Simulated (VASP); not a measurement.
# Rh (fcc): computed properties

These are PBE GGA, VASP's PBE PAW potentials (set 64) (plane waves; VASP 6.6.1) values and carry that method's errors.

- space group: Fm-3m (225)
- cell: a = b = c = 3.823 Å, α = β = γ = 90.00°
- volume per atom: 13.97 Å³/atom
- band gap (over mesh and band path): none (metal, semimetal or under 0.01 eV)
- band gap with spin-orbit coupling: none (metallic)
- density: 12.23 g/cm³

Space group Fm-3m (No. 225); a = 3.823 Å, b = 3.823 Å, c = 3.823 Å, α = 90.00°, β = 90.00°, γ = 90.00°

```csv
atom,site,symmetry,x,y,z
Rh,4a,m-3m,0.0000,0.0000,0.0000
```
(The calculation used a cell of 1 atom; values per cell refer to that cell.)

Measured: a 3.794 Å at 0 K (computed value off by +0.8 %), as given by Daniel Mejia-Rodriguez et al., Physical Review B (2018), arXiv:1807.09216 [static lattice: zero-point anharmonic expansion removed].

The compound is Rh in the fcc structure. It was relaxed first. Symmetry was kept, so distortions that lower it aren't found.
